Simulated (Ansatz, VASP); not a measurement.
## Cross-check of P between VASP and Ansatz

Wanted: the spread between two codes on one cell, functional and k mesh. The structure shown is the start of the Ansatz relaxation below; VASP solves that cell, so the two are compared at the walk's first step.

Program: Ansatz 0.2.0. Level of theory: plane waves, with VASP 6.6.1 beside it; single point at PBE with D3(BJ). Results are calculated unless marked as measured.

## Step 1: The starting structure

It takes space group Cmce (No. 64, orthorhombic). The conventional cell has a = 3.223 Å, b = 9.891 Å, c = 4.248 Å, α = 90.00°, β = 90.00°, γ = 90.00°. Nearest to P lie 3 P at 2.20 to 2.23 Å.

## Step 2: Ansatz: relaxation, PBE with D3(BJ)

Ansatz runs on its PAW soft_1 files.

The two programs are compared at the cell with which this relaxation starts, whose forces are those of its first step.

input.yaml reads:

```yaml
crystal:
  lattice:
    - [1.6113435726, -4.9453412044, 0.0]
    - [1.6113435726, 4.9453412044, 0.0]
    - [0.0, 0.0, 4.2477143782]
  atoms:
    - { symbol: P, position: [0.8919768568, 0.1080231432, 0.07379012] }
    - { symbol: P, position: [0.6080231432, 0.3919768568, 0.57379012] }
    - { symbol: P, position: [0.1080231432, 0.8919768568, 0.92620988] }
    - { symbol: P, position: [0.3919768568, 0.6080231432, 0.42620988] }
  conventional_axes: [[1, 1, 0], [-1, 1, 0], [0, 0, 1]]
kpoints:
  mp_grid: { grid: [16, 16, 12] }
hamiltonian:
  xc: pbe
  dispersion: d3bj
  pseudopotentials: { kind: paw, azcp: { folder: soft_1 } }
scf:
  occupations: { method: methfessel_paxton, width: 0.2 }
output:
  forces: true
  stress: true
  eigenvalues: true
relax:
  adjacent_minimum: "off"
  f_tol: 0.001
  max_steps: 60
  cell: { stress_tol: 0.01, fix: [a, b, gamma] }
```

Run with:

```
$ ansatz run input.yaml --threads 8 --pin off --max-ram 16384MiB --backend cpu --events-out ev --progress --plain --runs-dir out
```

Numbers of over 12 decimals in the logs are rounded to 6 here.

Output:

```text
Engine: ansatz 0.2.0, aarch64-unknown-linux-gnu
Pseudopotentials: kind: paw
Pseudopotential: P, paw, valence charge 5, recommended cutoff 420 eV (normal), soft_1/P.paw.azcp
Functional definition: PBE
  parameter kappa = 0.804
  parameter beta = 0.066725
  exchange = pbe_x(kappa = kappa, mu = beta*pi^2/3)
  correlation = pbe_c(beta = beta)
Crystal: 4 atoms, lattice volume = 67.697 Å³
Basis set: ecut = 420 eV, 1323 PW (Γ), exchange–correlation on 72×72×60 points (8 copies of the dense FFT grid, shifted against one another)
Bands: 14, of which v1, the nominal top of the filled ones, is band 10 counted from 1 (9 counted from 0)
Symmetry: 8 space group operations
Space group: Cmce (ITA 64), of the structure as read, at distance tolerance 4.1e-5 Å
k-points: 511 of 3072
Non-local potential: P, projectors of the file, l = 0: 2, l = 1: 2, l = 2: 1
PAW form: soft (Blöchl's): semilocal exchange-correlation on the pseudo side does not see the compensation charge
PAW one-centre angular grid: P, 110 points (default); XC on 64 Gauss nodes
Initial density: superposition of atomic densities (chi_scale 0.1, normalization cell)
Initial wavefunctions: pseudopotential atomic-orbital guess
Functional: x = pbe(κ = 0.804, μ = 0.219515), c = pbe(β = 0.066725)
SCF iter   1: F=—  HF=-3024.275209 eV  |F-HF|=—  |Δ(HF+E_count)|=         —  Δρ=4.15e-2  dr2=7.71e-1  ethr=3.10e-3  ⟨swp⟩=7.0  Hψ=53770  notcnv=0
preconditioner: auto → Kerker (q_TF=auto, 2.227 Å⁻¹)  [metal: Δε(μ)=0.009 eV  Ē_g=9.256 eV  σ=0.200 eV  W_gap=0.04  n_scr=12 (ndim 8)  ℏωp=20.2 eV  f_vac=0.000  D(μ)=0.23/eV (n_scr^D=0)]
SCF iter   2: F=—  HF=-3024.164202 eV  |F-HF|=—  |Δ(HF+E_count)|=   1.11e-1  S|Δr|=    0.00e0  Δρ=2.50e-2  dr2=2.97e-1  ethr=3.10e-3  ⟨swp⟩=1.2  Hψ=11427  notcnv=0
SCF iter   3: F=—  HF=-3024.100720 eV  |F-HF|=—  |Δ(HF+E_count)|=   6.35e-2  S|Δr|=    0.00e0  Δρ=2.17e-3  dr2=2.09e-3  ethr=1.49e-3  ⟨swp⟩=2.1  Hψ=11538  notcnv=0
SCF iter   4: F=—  HF=-3024.101950 eV  |F-HF|=—  |Δ(HF+E_count)|=   1.23e-3  S|Δr|=    0.00e0  Δρ=5.28e-4  dr2=2.34e-4  ethr=1.04e-5  ⟨swp⟩=2.1  Hψ=11875  notcnv=0
SCF iter   5: F=—  HF=-3024.102063 eV  |F-HF|=—  |Δ(HF+E_count)|=   1.12e-4  S|Δr|=    0.00e0  Δρ=9.74e-5  dr2=6.83e-6  ethr=1.17e-6  ⟨swp⟩=2.8  Hψ=12923  notcnv=0
SCF iter   6: F=—  HF=-3024.102045 eV  |F-HF|=—  |Δ(HF+E_count)|=   1.80e-5  S|Δr|=    0.00e0  Δρ=1.80e-5  dr2=2.80e-7  ethr=3.42e-8  ⟨swp⟩=2.6  Hψ=12361  notcnv=0
SCF iter   7: F=-3024.102045 eV  HF=-3024.102045 eV  |F-HF|=1.24e-9  |Δ(HF+E_count)|=   5.89e-8  S|Δr|=    0.00e0  Δρ=3.75e-6  dr2=1.43e-8  ethr=5.00e-10  ⟨swp⟩=8.9  Hψ=44965  notcnv=0
SCF 1 converged in 7 iterations: F = -3024.102045 eV  dr2 = 1.43e-8
  greatest PAW one-centre occupation: 0.809 electrons in one spin orbital (limit 2), on the P atom at site 2 (counted from 0), in its partial waves of l = 0
relax step   1: F+E_penalty+E_count = -3024.10204492 eV  Δ(F+E_penalty+E_count) = +0.000e0 eV  max|allowed force component| = 1.754e-1 eV/Å  Δτ_max = 0.0000 Å  P = +3.829 GPa  Ω = 67.697 Å³  fix = [a, b, gamma]  reactions: a +5.905, b +4.392 GPa  (7 SCF iters, dr2 threshold 1.00e-7 eV, accepted)
[...]
relax step   2: F+E_penalty+E_count = -3024.10624110 eV  Δ(F+E_penalty+E_count) = -4.196e-3 eV  max|allowed force component| = 7.116e-2 eV/Å  Δτ_max = 0.0051 Å  P = +3.045 GPa  Ω = 68.144 Å³  energy of the carried Pulay correction = -2.471e-5 eV  fix = [a, b, gamma]  reactions: a +5.320, b +3.471 GPa  (5 SCF iters, dr2 threshold 4.00e-7 eV, accepted)
[...]
relax step   3: F+E_penalty+E_count = -3024.10693758 eV  Δ(F+E_penalty+E_count) = -6.965e-4 eV  max|allowed force component| = 4.386e-3 eV/Å  Δτ_max = 0.0036 Å  P = +2.654 GPa  Ω = 68.340 Å³  energy of the carried Pulay correction = -3.554e-5 eV  fix = [a, b, gamma]  reactions: a +5.064, b +2.902 GPa  (4 SCF iters, dr2 threshold 3.16e-7 eV, accepted)
[...]
relax step   4: F+E_penalty+E_count = -3024.10694013 eV  Δ(F+E_penalty+E_count) = -2.552e-6 eV  max|allowed force component| = 1.809e-4 eV/Å  Δτ_max = 0.0003 Å  P = +2.643 GPa  Ω = 68.339 Å³  energy of the carried Pulay correction = -3.546e-5 eV  fix = [a, b, gamma]  reactions: a +5.064, b +2.868 GPa  (4 SCF iters, dr2 threshold 1.20e-9 eV, accepted)
[...]
relax step   5: F+E_penalty+E_count = -3024.10697990 eV  Δ(F+E_penalty+E_count) = -3.977e-5 eV  max|allowed force component| = 1.795e-4 eV/Å  Δτ_max = 0.0000 Å  P = +2.645 GPa  Ω = 68.339 Å³  fix = [a, b, gamma]  reactions: a +5.065, b +2.869 GPa  stress off target by 5.09e-4 GPa on what of the cell is left free  SCF on the basis re-selected at this cell (its energy is not comparable with the rows above)  (5 SCF iters)
basis re-selected at this cell: Δ(F+E_penalty+E_count) = -3.977e-5 eV, ΔP = +0.001 GPa vs the last step (what re-selecting the basis moved, of the pressure what is left beyond the Pulay correction that the steps carried, after the strain that the cell walked since its last selection, with what the two solves' SCF thresholds leave and, on support functions, any second-order correction that the steps lacked; it is no m [...]
SCF converged after 5 iterations
Stability not checked: this state was not tested for a lower state beside it, because cold or Methfessel-Paxton smearing, or corrected tetrahedra, fill the levels in a way that the test cannot read (fill_not_monotonic; see scf.lower_state_search)
Free energy (F): -3024.106980 eV
Harris-Foulkes:  -3024.106980 eV  (|F-HF|=4.55e-13)
Internal energy: -3024.107966 eV  (E = F + TS)
E sigma→0 (E₀):  -3024.107226 eV
Entropy (-TS):   0.000986 eV (0.247 meV/atom)
Fermi energy:    8.948061 eV
--- Per-component energies (eV) ---
  E_band       = 41.797270
  E_kinetic    = 277.328869
  E_local      = -196.808341  (includes V_loc(G=0)·N_el)
  E_nonlocal   = 130.615096
  E_hartree    = 53.394905
  E_xc         = -292.430287
  E_vxc        = -245.295322  (∫ρ·V_xc dr)
  E_paw        = -2232.685239  (= ΣΔE_a)
  E_vpaw       = -30.832839  (= ΣTr[D̂ρ^β])
  E_aug_tail   = -0.000001  (compensation charges beyond the density's cutoff)
  E_ewald      = -761.879852
  E_disp       = -1.643116  (pairwise vdW)
  E_smearing   = 0.000986  (= −TS)
  E_closure    = 0.000000  (closes the sum)
  Σ components = -3024.106980   (vs F -3024.106980, Δ=0.00e0)
--- Forces (eV/Å), atoms counted from 1 ---
  atom   1  P     -0.00000000     0.00014682     0.00017946
  atom   2  P      0.00000000    -0.00014682     0.00017946
  atom   3  P      0.00000000    -0.00014682    -0.00017946
  atom   4  P      0.00000000     0.00014682    -0.00017946
  max |Σ_I F_I| component: 3.47e-18 eV/Å
--- Stress (GPa, compression-positive) ---
        5.065058       0.000000       0.000000
        0.000000       2.868550       0.000000
        0.000000       0.000000       0.000509
  P = ⅓ Tr σ = 2.6447 GPa (26.447 kbar)
--- Band table (eV; the first three rows and the last of 511) ---
  k-point 0: bands = [... 6 lower, 5.3000, 5.8632, 6.5619, 7.1445, 9.5793, 10.5615, 11.0935, 12.4890]
  k-point 1: bands = [... 6 lower, 5.3308, 6.3814, 6.5621, 6.8478, 9.8479, 10.6690, 11.0728, 12.3460]
  k-point 2: bands = [... 6 lower, 5.4212, 6.2309, 6.5569, 7.2246, 10.3074, 10.9833, 11.0599, 12.0189]
  k-point 510: bands = [... 6 lower, 6.6342, 6.6342, 7.6602, 7.6602, 10.5081, 10.5081, 11.7569, 11.7569]
--- Relaxed structure (4 steps of the walk, 4 accepted, 1 SCFs on fresh bases) ---
  F+E_penalty+E_count = -3024.10697990 eV   max|allowed force component| = 1.795e-4 eV/Å   (the final SCF, on the basis selected at the relaxed cell)
  cell:  # Å, volume = 68.3389 Å³
    - [1.6113435726, -4.9453412044, 0.0]
    - [1.6113435726, 4.9453412044, 0.0]
    - [0.0, 0.0, 4.287986]
  atoms:
    - { symbol: P, position: [0.891151, 0.108849, 0.074603] }
    - { symbol: P, position: [0.608849, 0.391151, 0.574603] }
    - { symbol: P, position: [0.108849, 0.891151, 0.925397] }
    - { symbol: P, position: [0.391151, 0.608849, 0.425397] }
```

## Step 3: VASP: single point, PBE with D3(BJ), start cell, pair 1

The same cell, functional, mesh and smearing now go to VASP, with its own data sets.

Lines of VASP's logs that name or quote its potential files are left out, and so is its time.

INCAR reads:

```
SYSTEM = P
PREC = Accurate
ENCUT = 400
EDIFF = 1E-06
NELM = 120
ISMEAR = 1
SIGMA = 0.2
LREAL = .FALSE.
ALGO = Normal
GGA = PE
IVDW = 12
NBANDS = 16
LORBIT = 11
LWAVE = .FALSE.
LCHARG = .FALSE.
ISIF = 2
LASPH = .TRUE.
GGA_COMPAT = .FALSE.
KPAR = 2
```

POSCAR reads:

```
P
1.0
    1.6113440000     -4.9453410000      0.0000000000
    1.6113440000      4.9453410000      0.0000000000
    0.0000000000      0.0000000000      4.2477140000
P
4
Direct
    0.8919769132      0.1080230868      0.0737900433
    0.6080231879      0.3919768121      0.5737902787
    0.1080230868      0.8919769132      0.9262099567
    0.3919768121      0.6080231879      0.4262099567
```

KPOINTS reads:

```
Automatic mesh
0
Gamma
16 16 12
0 0 0
```

Potentials, in the order of the species: P (PBE family, release 64).

Run with:

```
$ mpirun -np 2 vasp_std
```

Output:

```text
[banner, memory and clock lines left out]
running    2 mpi-ranks, on    1 nodes
 distrk:  each k-point on    1 cores,    2 groups
 distr:  one band on    1 cores,    1 groups

 POSCAR found type information on POSCAR P
 POSCAR found :  1 types and       4 ions
 LDA part: xc-table for (Slater+PW92), standard interpolation
 POSCAR, INCAR and KPOINTS ok, starting setup
 FFT: planning ... GRIDC
 FFT: planning ... GRID_SOFT
 FFT: planning ... GRID
 WAVECAR not read
 entering main loop
       N       E                     dE             d eps       ncg     rms          rms(c)
DAV:   1     0.479893198375E+02    0.47989E+02   -0.73613E+03 16352   0.872E+02
DAV:   2    -0.188168026527E+02   -0.66806E+02   -0.64580E+02 22440   0.149E+02
DAV:   3    -0.214052502117E+02   -0.25884E+01   -0.25735E+01 22016   0.314E+01
DAV:   4    -0.214283678797E+02   -0.23118E-01   -0.23113E-01 20520   0.359E+00
DAV:   5    -0.214287484306E+02   -0.38055E-03   -0.38052E-03 22488   0.413E-01    0.110E+01
DAV:   6    -0.213044011184E+02    0.12435E+00   -0.84110E-02 19896   0.167E+00    0.644E+00
DAV:   7    -0.212583248372E+02    0.46076E-01   -0.13182E-01 21376   0.212E+00    0.402E-01
DAV:   8    -0.212575703435E+02    0.75449E-03   -0.16662E-02 19032   0.819E-01    0.191E-01
DAV:   9    -0.212576288652E+02   -0.58522E-04   -0.66048E-04 22200   0.167E-01    0.874E-02
DAV:  10    -0.212576304153E+02   -0.15501E-05   -0.87783E-05 20856   0.550E-02    0.377E-02
DAV:  11    -0.212576369560E+02   -0.65407E-05   -0.12941E-05 20552   0.271E-02    0.130E-02
DAV:  12    -0.212576372035E+02   -0.24752E-06   -0.38696E-07 10896   0.430E-03
   1 F= -.22916312E+02 E0= -.22916678E+02  d E =0.109932E-02
```

Parts of OUTCAR (step 3):

```text
ion  position               nearest neighbor table
   1  0.892  0.108  0.074-   4 2.20   4 2.20   3 2.23
   2  0.608  0.392  0.574-   3 2.20   3 2.20   4 2.23
   3  0.108  0.892  0.926-   2 2.20   2 2.20   1 2.23
   4  0.392  0.608  0.426-   1 2.20   1 2.20   2 2.23

  LATTYP: Found a base centered orthorhombic cell.
 ALAT       =     3.2226880000
 B/A-ratio  =     3.0690783594
 C/A-ratio  =     1.3180655403

 Subroutine GETGRP returns: Found  8 space group operations
 (whereof  4 operations were pure point group operations)

The static configuration has the point symmetry C_2h.
 The point group associated with its full space group is D_2h.

 Found    511 irreducible k-points:

   k-points           NKPTS =    511   k-points in BZ     NKDIM =    511   number of bands    NBANDS=     16

   dimension x,y,z NGX =    36 NGY =   36 NGZ =   28
   dimension x,y,z NGXF=    72 NGYF=   72 NGZF=   56

   ENCUT  =  400.0 eV  29.40 Ry    5.42 a.u.   8.48  8.48  6.93*2*pi/ulx,y,z

   NELECT =      20.0000    total number of electrons

 k-points in reciprocal lattice and weights: Automatic mesh
   0.00000000  0.00000000  0.00000000       0.000
   0.06250000  0.00000000  0.00000000       0.001
   0.12500000  0.00000000  0.00000000       0.001
   0.18750000  0.00000000  0.00000000       0.001
   0.25000000  0.00000000  0.00000000       0.001
   0.31250000  0.00000000  0.00000000       0.001
   0.37500000  0.00000000  0.00000000       0.001
   0.43750000  0.00000000  0.00000000       0.001
   0.50000000  0.00000000  0.00000000       0.001
[...]
-0.43750000  0.43750000  0.50000000       0.001
   0.50000000  0.50000000  0.50000000       0.000

 average (electrostatic) potential at core
       1 -81.6103       2 -81.6103       3 -81.6103       4 -81.6103

 E-fermi :   7.9136

 k-point     1 :       0.0000    0.0000    0.0000
  band No.  band energies     occupation
    ...
      6       3.6705      2.00000
      7       4.1589      2.00000
      8       4.8282      2.00000
      9       5.5045      2.00000
     10       6.1444      2.00000
     11       8.6385     -0.00000
     12       9.4721     -0.00000
     13      10.0647     -0.00000
     14      11.4569     -0.00000
     15      13.4470      0.00000
    ...

 k-point     2 :       0.0625    0.0000    0.0000
  band No.  band energies     occupation
    ...
      6       3.4940      2.00000
      7       3.8338      2.00000
      8       4.8483      2.00000
      9       5.2985      2.00000
     10       6.2574      2.00000
     11       8.7034     -0.00000
     12       9.8663     -0.00000
     13      10.5225     -0.00000
     14      11.1641     -0.00000
     15      13.1071      0.00000
    ...

 k-point     3 :       0.1250    0.0000    0.0000
  band No.  band energies     occupation
    ...
      6       2.8834      2.00000
      7       3.2162      2.00000
      8       4.9076      2.00000
      9       4.9780      2.00000
     10       6.4650      2.00000
     11       8.8850     -0.00000
     12      10.4775     -0.00000
     13      10.8789     -0.00000
     14      11.5576     -0.00000
     15      12.3620      0.00000
    ...

 Edisp (eV)   -1.65867

  Total       2.35017     1.70337     0.34242     0.00000     0.00000     0.00000
  in kB      55.62123    40.31336     8.10392     0.00000     0.00000     0.00000
  external pressure =       34.68 kB  Pullay stress =        0.00 kB

  energy-cutoff  :      400.00
  volume of cell :       67.70
      direct lattice vectors                 reciprocal lattice vectors
     1.611344000 -4.945341000  0.000000000     0.310299973 -0.101105263  0.000000000
     1.611344000  4.945341000  0.000000000     0.310299973  0.101105263  0.000000000
     0.000000000  0.000000000  4.247714000     0.000000000  0.000000000  0.235420746

 POSITION                                       TOTAL-FORCE (eV/Angst)
 -----------------------------------------------------------------------------------
      1.61134     -3.87692      0.31344         0.000000      0.128622      0.012166
      1.61134     -1.06842      2.43730         0.000000     -0.128622      0.012166
      1.61134      3.87692      3.93428         0.000000     -0.128622     -0.012166
      1.61134      1.06842      1.81042         0.000000      0.128622     -0.012166
 -----------------------------------------------------------------------------------
    total drift:                                0.000000     -0.000409     -0.000365

  FREE ENERGIE OF THE ION-ELECTRON SYSTEM (eV)
  ---------------------------------------------------
  free  energy   TOTEN  =       -22.9163115711 eV

  energy  without entropy=      -22.9174108884  energy(sigma->0) =      -22.91667801

 total charge
# of ion       s       p       d       tot
------------------------------------------
    1        1.085   1.393   0.000   2.478
    2        1.085   1.393   0.000   2.478
    3        1.085   1.393   0.000   2.478
    4        1.085   1.393   0.000   2.478
--------------------------------------------------
tot          4.338   5.574   0.000   9.912

[... 3 further parts left out ...]
```

The run ends at a pressure of 3.47 GPa, with forces up to 0.13 eV/Å.

## Step 4: Comparison

Known differences besides the potentials themselves: the cutoff is 420 eV in Ansatz and 400 eV in VASP. Total energies have different zeros and are not compared.

Forces (eV/Å; atoms numbered as in POSCAR):

```csv
atom,"Ansatz x, y, z","VASP x, y, z"
P1,"0.000, 0.175, -0.037","0.000, 0.129, 0.012"
P2,"0.000, -0.175, -0.037","0.000, -0.129, 0.012"
P3,"0.000, -0.175, 0.037","0.000, -0.129, -0.012"
P4,"0.000, 0.175, 0.037","0.000, 0.129, -0.012"
```

The forces differ by 39 meV/Å r.m.s., which is 52.5 % of the r.m.s. force of 0.075 eV/Å (both taken over all components).

## Step 5: Ansatz: relaxation, PBE with D3(BJ)

The two programs are compared at the cell with which this relaxation starts, whose forces are those of its first step. The cell compared in this pair holds 68.45 Å³, against 67.70 Å³ for the pair before.

The structure compared here is the start of the Ansatz relaxation; VASP solves that cell, so the two are compared at the walk's first step.

input.yaml, the sections that differ from step 2:

```yaml
crystal:
  lattice:
    - [1.627955362, -4.9963241034, 0.0]
    - [1.627955362, 4.9963241034, 0.0]
    - [0.0, 0.0, 4.207551013]
  atoms:
    - { symbol: P, position: [0.8928073626, 0.1071926374, 0.0729127432] }
    - { symbol: P, position: [0.6071926374, 0.3928073626, 0.5729127432] }
    - { symbol: P, position: [0.1071926374, 0.8928073626, 0.9270872568] }
    - { symbol: P, position: [0.3928073626, 0.6071926374, 0.4270872568] }
  conventional_axes: [[1, 1, 0], [-1, 1, 0], [0, 0, 1]]
# kpoints, hamiltonian, scf, output, relax: as in step 2
```

Run with:

```
$ ansatz run input.yaml --threads 8 --pin off --max-ram 16384MiB --backend cpu --events-out ev --progress --plain --runs-dir out
```

Output:

```text
[...]
Crystal: 4 atoms, lattice volume = 68.447 Å³
Basis set: ecut = 420 eV, 1347 PW (Γ), exchange–correlation on 72×72×60 points (8 copies of the dense FFT grid, shifted against one another)
Bands: 14, of which v1, the nominal top of the filled ones, is band 10 counted from 1 (9 counted from 0)
Symmetry: 8 space group operations
[...]
k-points: 511 of 3072
[...]
--- Relaxed structure (4 steps of the walk, 4 accepted, 1 SCFs on fresh bases) ---
[...]
cell:  # Å, volume = 69.1001 Å³
    - [1.627955362, -4.9963241034, 0.0]
    - [1.627955362, 4.9963241034, 0.0]
    - [0.0, 0.0, 4.247714]
  atoms:
    - { symbol: P, position: [0.891977, 0.108023, 0.073790] }
    - { symbol: P, position: [0.608023, 0.391977, 0.573790] }
    - { symbol: P, position: [0.108023, 0.891977, 0.926210] }
    - { symbol: P, position: [0.391977, 0.608023, 0.426210] }
[key lines of the parts left out:]
SCF converged after 5 iterations
Free energy (F): -3024.135553 eV
Fermi energy:    8.814458 eV
P = ⅓ Tr σ = 1.6964 GPa (16.964 kbar)
```

[end of part 1 of 2]

[Lines on the potential files, build, host, timing and source positions are cut from VASP's logs without a mark.]

[Logs are printed without paths, hosts, clocks, repeated set-up lines and the standing remarks that a program may print on its own settings, such as how far it seeks lower states.]

[Hosts, paths, dates, database ids (printed as entryN), source tags and the programs' standing remarks are cut or masked in the printed files.]
